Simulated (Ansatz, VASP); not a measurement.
**Cross-check of Si15O28F4 (fluorine-doped silica glass) between VASP and Ansatz**

One calculation is typed for both programs; each brings its own data sets. How far apart do they land? Of the first pair: The structure shown is the start of the Ansatz relaxation below; VASP solves that cell, so the two are compared at the walk's first step.

Main program and level: Ansatz 0.2.0; plane waves, with VASP 6.6.1 beside it; single point at PBE.

## (1) The starting structure

The cell holds 47 atoms: 15 Si, 4 F and 28 O. Its edges and angles: a = 8.571 Å, b = 8.571 Å, c = 8.571 Å, α = 90.0°, β = 90.0°, γ = 90.0°. As first built, before any earlier steps moved the atoms (in the runner's words): kind fluorine-doped silica glass; units_of_the_quenched_model {'SiO2': 14, 'SiF4': 1}; melt_K 2600; rate_K_ps 50; atoms 47.

## (2) Ansatz: relaxation, PBE

Ansatz runs on its PAW soft_1 files.

The two programs are compared at the cell with which this relaxation starts, whose forces are those of its first step.

File input.yaml:

```yaml
crystal:
  lattice:
    - [8.5707156562, 0.0, 0.0]
    - [0.0, 8.5707156562, 0.0]
    - [0.0, 0.0, 8.5707156562]
  atoms:
    - { symbol: Si, position: [0.386343, 0.692529, 0.357774] }
    - { symbol: Si, position: [0.898007, 0.959232, 0.385318] }
    - { symbol: Si, position: [0.604702, 0.151383, 0.339056] }
    - { symbol: Si, position: [0.678814, 0.765098, 0.579425] }
    - { symbol: Si, position: [0.639062, 0.90117, 0.917676] }
    - { symbol: Si, position: [0.851765, 0.445074, 0.656956] }
    - { symbol: Si, position: [0.097086, 0.256791, 0.446779] }
    - { symbol: Si, position: [0.350087, 0.96907, 0.143065] }
    - { symbol: Si, position: [0.868697, 0.704981, 0.137539] }
    - { symbol: Si, position: [0.130616, 0.253047, 0.09358] }
    - { symbol: Si, position: [0.244106, 0.764515, 0.668112] }
    - { symbol: Si, position: [0.106408, 0.545269, 0.910099] }
    - { symbol: Si, position: [0.595176, 0.462752, 0.182253] }
    - { symbol: Si, position: [0.30952, 0.127705, 0.687138] }
    - { symbol: Si, position: [0.60869, 0.252636, 0.857636] }
    - { symbol: F, position: [0.118027, 0.125601, 0.778389] }
    - { symbol: F, position: [0.562856, 0.119264, 0.526155] }
    - { symbol: F, position: [0.062608, 0.802653, 0.635973] }
    - { symbol: F, position: [0.942957, 0.2511, 0.060656] }
    - { symbol: O, position: [0.291264, 0.661012, 0.518106] }
    - { symbol: O, position: [0.797682, 0.895182, 0.525218] }
    - { symbol: O, position: [0.432554, 0.209776, 0.793379] }
    - { symbol: O, position: [0.314475, 0.940071, 0.66633] }
    - { symbol: O, position: [0.722867, 0.335358, 0.73698] }
    - { symbol: O, position: [0.459867, 0.07987, 0.251134] }
    - { symbol: O, position: [0.623975, 0.816251, 0.75174] }
    - { symbol: O, position: [0.544348, 0.759532, 0.44541] }
    - { symbol: O, position: [0.930309, 0.812103, 0.276774] }
    - { symbol: O, position: [0.03719, 0.074299, 0.419244] }
    - { symbol: O, position: [0.757439, 0.59325, 0.589657] }
    - { symbol: O, position: [0.228692, 0.661065, 0.821312] }
    - { symbol: O, position: [0.761408, 0.066584, 0.299478] }
    - { symbol: O, position: [0.306733, 0.824871, 0.251849] }
    - { symbol: O, position: [0.766739, 0.811887, 0.018347] }
    - { symbol: O, position: [0.962981, 0.354767, 0.531329] }
    - { symbol: O, position: [0.588311, 0.365848, 0.012406] }
    - { symbol: O, position: [0.133171, 0.307309, 0.272452] }
    - { symbol: O, position: [0.675775, 0.082006, 0.8961] }
    - { symbol: O, position: [0.443893, 0.562749, 0.236129] }
    - { symbol: O, position: [0.25329, 0.232283, 0.547205] }
    - { symbol: O, position: [0.742369, 0.575935, 0.190693] }
    - { symbol: O, position: [0.007057, 0.623129, 0.046597] }
    - { symbol: O, position: [0.470542, 0.904076, 0.010223] }
    - { symbol: O, position: [0.976534, 0.500226, 0.784418] }
    - { symbol: O, position: [0.213939, 0.084398, 0.082074] }
    - { symbol: O, position: [0.613407, 0.329705, 0.312154] }
    - { symbol: O, position: [0.184828, 0.391716, 0.984834] }
  symmetry: { detect: false }
kpoints:
  mp_grid: { grid: [2, 2, 2] }
scf:
  occupations: { method: fermi_dirac, width: 0.05 }
hamiltonian:
  xc: pbe
  pseudopotentials: { kind: paw, azcp: { folder: soft_1 } }
output:
  forces: true
  stress: true
relax:
  f_tol: 0.04
  max_steps: 100
  escape_saddle: false
  cell: { stress_tol: 0.4, fix: [] }
```

Launch:

```
ansatz run input.yaml --threads 8 --pin off --max-ram 16384MiB --backend cpu --events-out ev --progress --plain --runs-dir out
```

Numbers of over 12 decimals in the logs are rounded to 6 here.

Output:

```text
Engine: ansatz 0.2.0, aarch64-unknown-linux-gnu
Pseudopotentials: kind: paw
Pseudopotential: Si, paw, valence charge 4, recommended cutoff 420 eV (normal), soft_1/Si.paw.azcp
Pseudopotential: F, paw, valence charge 7, recommended cutoff 420 eV (normal), soft_1/F.paw.azcp
Pseudopotential: O, paw, valence charge 6, recommended cutoff 420 eV (normal), soft_1/O.paw.azcp
Functional definition: PBE
  parameter kappa = 0.804
  parameter beta = 0.066725
  exchange = pbe_x(kappa = kappa, mu = beta*pi^2/3)
  correlation = pbe_c(beta = beta)
Crystal: 47 atoms, lattice volume = 629.580 Å³
Basis set: ecut = 420 eV, 12293 PW (Γ), exchange–correlation on 120×120×120 points (8 copies of the dense FFT grid, shifted against one another)
Bands: 175, of which v1, the nominal top of the filled ones, is band 128 counted from 1 (127 counted from 0)
Symmetry: 1 space group operations
k-points: 8
Non-local potential: Si, projectors of the file, l = 0: 2, l = 1: 2, l = 2: 1
Non-local potential: F, projectors of the file, l = 0: 2, l = 1: 2, l = 2: 1
Non-local potential: O, projectors of the file, l = 0: 2, l = 1: 2, l = 2: 1
PAW form: soft (Blöchl's): semilocal exchange-correlation on the pseudo side does not see the compensation charge
PAW one-centre angular grid: Si, 110 points (default); XC on 64 Gauss nodes
PAW one-centre angular grid: F, 110 points (default); XC on 64 Gauss nodes
PAW one-centre angular grid: O, 110 points (default); XC on 64 Gauss nodes
Initial density: superposition of atomic densities (chi_scale 0.1, normalization cell, long waves kept (reshape's long-wave potential 0.73 eV rms))
Initial wavefunctions: pseudopotential atomic-orbital guess
Functional: x = pbe(κ = 0.804, μ = 0.219515), c = pbe(β = 0.066725)
SCF iter   1: F=—  HF=-28743.713110 eV  |F-HF|=—  |Δ(HF+E_count)|=         —  Δρ=1.48e-1  dr2=1.28e2  ethr=3.10e-3  ⟨swp⟩=6.0  Hψ=6278  notcnv=0  defer=207
preconditioner: auto → Resta (q_TF=auto, 2.348 Å⁻¹)  ε∞=3.1  [insulator: Δε(μ)=1.453 eV  Ē_g=14.468 eV  σ=0.050 eV  W_gap=1.00  n_scr=146 (ndim 8)  ℏωp=20.9 eV  f_vac=0.080  D(μ)=0.00/eV (n_scr^D=0)  ε∞_Penn≈3.1]
SCF iter   2: F=—  HF=-28707.865770 eV  |F-HF|=—  |Δ(HF+E_count)|=    3.58e1  Δρ=4.99e-2  dr2=8.68e0  ethr=3.10e-3  ⟨swp⟩=3.6  Hψ=3444  notcnv=0  defer=330
SCF iter   3: F=—  HF=-28706.468751 eV  |F-HF|=—  |Δ(HF+E_count)|=    1.40e0  Δρ=2.37e-2  dr2=2.66e0  ethr=3.10e-3  ⟨swp⟩=2.0  Hψ=2680  notcnv=0  defer=336
SCF iter   4: F=—  HF=-28706.167386 eV  |F-HF|=—  |Δ(HF+E_count)|=   3.01e-1  Δρ=1.07e-2  dr2=5.25e-1  ethr=1.04e-3  ⟨swp⟩=3.2  Hψ=2696  notcnv=0  defer=334
SCF iter   5: F=—  HF=-28706.068262 eV  |F-HF|=—  |Δ(HF+E_count)|=   9.91e-2  Δρ=2.11e-3  dr2=2.76e-2  ethr=2.05e-4  ⟨swp⟩=2.1  Hψ=2683  notcnv=0  defer=334
SCF iter   6: F=—  HF=-28706.086340 eV  |F-HF|=—  |Δ(HF+E_count)|=   1.81e-2  Δρ=1.44e-3  dr2=7.97e-3  ethr=1.08e-5  ⟨swp⟩=2.0  Hψ=2132  notcnv=0  defer=334
SCF iter   7: F=—  HF=-28706.085014 eV  |F-HF|=—  |Δ(HF+E_count)|=   1.33e-3  Δρ=2.35e-4  dr2=3.77e-4  ethr=3.11e-6  ⟨swp⟩=2.0  Hψ=2059  notcnv=0  defer=334
SCF iter   8: F=—  HF=-28706.085287 eV  |F-HF|=—  |Δ(HF+E_count)|=   2.73e-4  Δρ=7.62e-5  dr2=3.39e-5  ethr=1.47e-7  ⟨swp⟩=2.0  Hψ=2090  notcnv=0  defer=334
SCF iter   9: F=—  HF=-28706.084957 eV  |F-HF|=—  |Δ(HF+E_count)|=   3.30e-4  Δρ=4.91e-5  dr2=1.08e-5  ethr=1.33e-8  ⟨swp⟩=2.0  Hψ=2171  notcnv=0  defer=334
SCF iter  10: F=—  HF=-28706.084956 eV  |F-HF|=—  |Δ(HF+E_count)|=   1.12e-6  Δρ=1.38e-5  dr2=1.11e-6  ethr=4.23e-9  ⟨swp⟩=2.0  Hψ=2082  notcnv=0  defer=334
SCF iter  11: F=—  HF=-28706.084957 eV  |F-HF|=—  |Δ(HF+E_count)|=   3.75e-7  Δρ=6.05e-6  dr2=1.96e-7  ethr=4.33e-10  ⟨swp⟩=2.0  Hψ=2124  notcnv=0  defer=334
SCF iter  12: F=-28706.084957 eV  HF=-28706.084957 eV  |F-HF|=5.97e-9  |Δ(HF+E_count)|=   3.41e-8  Δρ=2.40e-6  dr2=2.53e-8  ethr=3.91e-11  ⟨swp⟩=5.0  Hψ=5000  notcnv=0
SCF 1 converged in 12 iterations: F = -28706.084957 eV  dr2 = 2.53e-8
  greatest PAW one-centre occupation: 0.931 electrons in one spin orbital (limit 2), on the F atom at site 17 (counted from 0), in its partial waves of l = 0
relax step   1: F+E_penalty+E_count = -28706.08495660 eV  Δ(F+E_penalty+E_count) = +0.000e0 eV  max|allowed force component| = 4.205e0 eV/Å  Δτ_max = 0.0000 Å  P = +5.022 GPa  Ω = 629.580 Å³  (12 SCF iters, dr2 threshold 1.00e-7 eV, accepted)
Crystal: 47 atoms, lattice volume = 641.990 Å³
Basis set: ecut = 420 eV, 12577 PW (Γ), exchange–correlation on 120×120×120 points (8 copies of the dense FFT grid, shifted against one another)
Initial density: handed on by an earlier stage of this run
Initial wavefunctions: those handed on with the density
iter 1 solved again at ethr=1.65e-4 eV; its pass at ethr=3.10e-3 eV (dr2=4.22e-1 eV) is discarded
SCF iter   1: F=—  HF=-28707.528976 eV  |F-HF|=—  |Δ(HF+E_count)|=         —  Δρ=1.14e-2  dr2=4.28e-1  ethr=1.65e-4  ⟨swp⟩=5.5  Hψ=7712  notcnv=0
[...]
SCF 9 converged in 4 iterations: F = -28709.432246 eV  dr2 = 3.18e-9
[...]
Free energy (F): -28709.432246 eV
Harris-Foulkes:  -28709.432246 eV  (|F-HF|=1.66e-9)
Internal energy: -28709.432246 eV  (E = F + TS)
E sigma→0 (E₀):  -28709.432246 eV
Fermi energy:    4.233889 eV
--- Per-component energies (eV) ---
  E_band       = -1412.981774
  E_kinetic    = 6264.837628
  E_local      = -18215.465270  (includes V_loc(G=0)·N_el)
  E_nonlocal   = 2136.700853
  E_hartree    = 6829.206129
  E_xc         = -3173.223460
  E_vxc        = -3688.220980  (∫ρ·V_xc dr)
  E_paw        = -13081.355156  (= ΣΔE_a)
  E_vpaw       = -1569.273975  (= ΣTr[D̂ρ^β])
  E_aug_tail   = 0.026064  (compensation charges beyond the density's cutoff)
  E_ewald      = -9470.159033
  E_smearing   = -0.000000  (= −TS)
  E_closure    = 0.000000  (closes the sum)
  Σ components = -28709.432246   (vs F -28709.432246, Δ=0.00e0)
--- Forces (eV/Å), atoms counted from 1 ---
  atom   1  Si    -0.00187240    -0.00128050     0.00925371
  atom   2  Si     0.01811587     0.00609846    -0.00060603
  atom   3  Si     0.00073663     0.00095348    -0.00145043
  atom   4  Si    -0.00207782     0.00610582     0.00130089
  atom   5  Si     0.00222830    -0.00336379    -0.00272032
  atom   6  Si     0.00625195     0.00041566     0.00575591
  atom   7  Si    -0.00295369     0.00866958     0.00182720
  atom   8  Si    -0.01058243     0.00055128     0.00055957
  atom   9  Si     0.01504104    -0.00602379     0.01462762
  atom  10  Si    -0.00922674    -0.00283395     0.00539942
  atom  11  Si    -0.00125526     0.00053096    -0.00368276
  atom  12  Si    -0.00801822    -0.00114442     0.00965544
  atom  13  Si     0.00134589    -0.00372963    -0.00838920
  atom  14  Si     0.00539986    -0.00684504    -0.00172769
  atom  15  Si     0.00877588    -0.00099679     0.00950898
  atom  16  F     -0.00861039     0.00688325    -0.01210244
  atom  17  F      0.00105716    -0.00248073     0.01361309
  atom  18  F     -0.00932176    -0.00134155     0.00117530
  atom  19  F     -0.00728645     0.00089566     0.00246571
  atom  20  O     -0.00089556    -0.00684672    -0.00435070
  atom  21  O     -0.00102052    -0.00040290     0.00154458
  atom  22  O     -0.00203640    -0.00358694    -0.00394203
  atom  23  O      0.00287399     0.00904271     0.00120213
  atom  24  O     -0.00885169    -0.00332575    -0.00400345
[...]
atom  40  O     -0.00262585    -0.00003971     0.00473067
  atom  41  O     -0.00490847     0.00230172    -0.00503405
  atom  42  O     -0.00312637    -0.00436292    -0.00512923
  atom  43  O      0.00213534    -0.00416126    -0.00040682
  atom  44  O      0.00627480     0.00154016     0.00106613
  atom  45  O      0.01824632    -0.01086879     0.00574788
  atom  46  O      0.00348608     0.00366783    -0.01116411
  atom  47  O     -0.00245881     0.00460346    -0.00282575
  max |Σ_I F_I| component: 9.17e-6 eV/Å
--- Stress (GPa, compression-positive) ---
        0.062398       0.003966      -0.001867
        0.003971       0.029792       0.005800
       -0.001863       0.005801       0.043395
  P = ⅓ Tr σ = 0.0452 GPa (0.452 kbar)
--- Relaxed structure (7 steps of the walk, 7 accepted, 2 SCFs on fresh bases) ---
  F+E_penalty+E_count = -28709.43224601 eV   max|allowed force component| = 1.825e-2 eV/Å   (the final SCF, on the basis selected at the relaxed cell)
  cell:  # Å, volume = 651.6293 Å³
    - [8.857678, 0.091674, 0.154244]
    - [0.091674, 8.427835, -0.156169]
    - [0.154244, -0.156169, 8.735626]
  atoms:
    - { symbol: Si, position: [0.417457, 0.710462, 0.369474] }
    - { symbol: Si, position: [0.875382, 0.947678, 0.382992] }
    - { symbol: Si, position: [0.613960, 0.176261, 0.333692] }
    - { symbol: Si, position: [0.694833, 0.759353, 0.590669] }
    - { symbol: Si, position: [0.632608, 0.909085, 0.915685] }
    - { symbol: Si, position: [0.848386, 0.431896, 0.667267] }
    - { symbol: Si, position: [0.079627, 0.222754, 0.449730] }
    - { symbol: Si, position: [0.375865, 0.988032, 0.155076] }
    - { symbol: Si, position: [0.861674, 0.719059, 0.106744] }
    - { symbol: Si, position: [0.128415, 0.248829, 0.112434] }
    - { symbol: Si, position: [0.232119, 0.750708, 0.663015] }
    - { symbol: Si, position: [0.102641, 0.536620, 0.905912] }
    - { symbol: Si, position: [0.600155, 0.469825, 0.160461] }
    - { symbol: Si, position: [0.279269, 0.116898, 0.705708] }
    - { symbol: Si, position: [0.580283, 0.261065, 0.850918] }
    - { symbol: F, position: [0.128914, 0.129548, 0.812929] }
    - { symbol: F, position: [0.564976, 0.164326, 0.509774] }
    - { symbol: F, position: [0.057846, 0.788241, 0.639617] }
    - { symbol: F, position: [0.959163, 0.205786, 0.073963] }
    - { symbol: O, position: [0.300700, 0.658000, 0.507531] }
    - { symbol: O, position: [0.804265, 0.905494, 0.550021] }
    - { symbol: O, position: [0.415200, 0.215253, 0.782094] }
    - { symbol: O, position: [0.312985, 0.923988, 0.685530] }
    - { symbol: O, position: [0.695542, 0.353765, 0.738035] }
    - { symbol: O, position: [0.472995, 0.127961, 0.232830] }
    - { symbol: O, position: [0.616113, 0.798186, 0.759905] }
    - { symbol: O, position: [0.572910, 0.755252, 0.454221] }
    - { symbol: O, position: [0.902911, 0.787968, 0.275965] }
    - { symbol: O, position: [0.031248, 0.041711, 0.404616] }
    - { symbol: O, position: [0.790252, 0.592749, 0.588148] }
    - { symbol: O, position: [0.233744, 0.628830, 0.805410] }
    - { symbol: O, position: [0.756621, 0.059617, 0.296023] }
    - { symbol: O, position: [0.338115, 0.859837, 0.285720] }
    - { symbol: O, position: [0.778826, 0.850754, 0.00649077] }
    - { symbol: O, position: [0.936581, 0.316224, 0.537413] }
    - { symbol: O, position: [0.548596, 0.371834, 0.00718956] }
    - { symbol: O, position: [0.127517, 0.311711, 0.292275] }
    - { symbol: O, position: [0.664284, 0.093937, 0.884867] }
    - { symbol: O, position: [0.456251, 0.575291, 0.234485] }
    - { symbol: O, position: [0.230531, 0.205730, 0.551540] }
    - { symbol: O, position: [0.747131, 0.572106, 0.117678] }
    - { symbol: O, position: [0.023736, 0.665858, 0.027276] }
    - { symbol: O, position: [0.472864, 0.896011, 0.014922] }
    - { symbol: O, position: [0.971297, 0.468406, 0.797347] }
    - { symbol: O, position: [0.228939, 0.082817, 0.092903] }
    - { symbol: O, position: [0.654705, 0.356205, 0.296460] }
    - { symbol: O, position: [0.178735, 0.393207, 1.002194] }
[key lines of the parts left out:]
SCF converged after 4 iterations
```

In the SCF lines HF is the Harris–Foulkes energy and dr2 the Hartree energy of the density residual, in eV; the loop may stop once dr2 is under the threshold and the program's other checks hold. Hψ counts applications of the Hamiltonian.

(Continued in part 2 of 2.)

[Lines on the potential files, build, host, timing and source positions are cut from VASP's logs without a mark.]

[Logs are printed without paths, hosts, clocks, repeated set-up lines and the standing remarks that a program may print on its own settings, such as how far it seeks lower states.]

[Hosts, paths, dates, database ids (printed as entryN), source tags and the programs' standing remarks are cut or masked in the printed files.]
